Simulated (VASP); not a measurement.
Input:

```yaml
crystal:
  lattice:
    - [0.00000, 3.30311, 3.30311]
    - [3.35266, 0.00000, 3.30311]
    - [3.35266, 3.30311, 0.00000]
  atoms:
    - { symbol: K, position: [0.00000, 0.00000, 0.00000] }
    - { symbol: Br, position: [0.50000, 0.50000, 0.50000] }
```

Calculation: r2SCAN meta-GGA, VASP's PBE PAW potentials (set 64) (plane waves; VASP). Run with 480 eV cut-off, 6×6×6 Γ-centred mesh, Gaussian smearing of 0.050 eV, potentials K_sv Br.

Task: What does the run give for the energy per atom (σ→0), band gap (on the k-mesh) with the smallest direct gap where there is one?

Result: 
```json
{
  "band gap (on the k-mesh)": "5.03 eV",
  "smallest direct gap (on the k-mesh)": "5.03 eV",
  "energy per atom (σ→0)": "-11.623 eV/atom"
}
```

Total energies compare only between runs with the same potentials, cut-off and functional.

The compound is KBr in the rock salt structure. This cell was strained or had an atom moved on purpose.
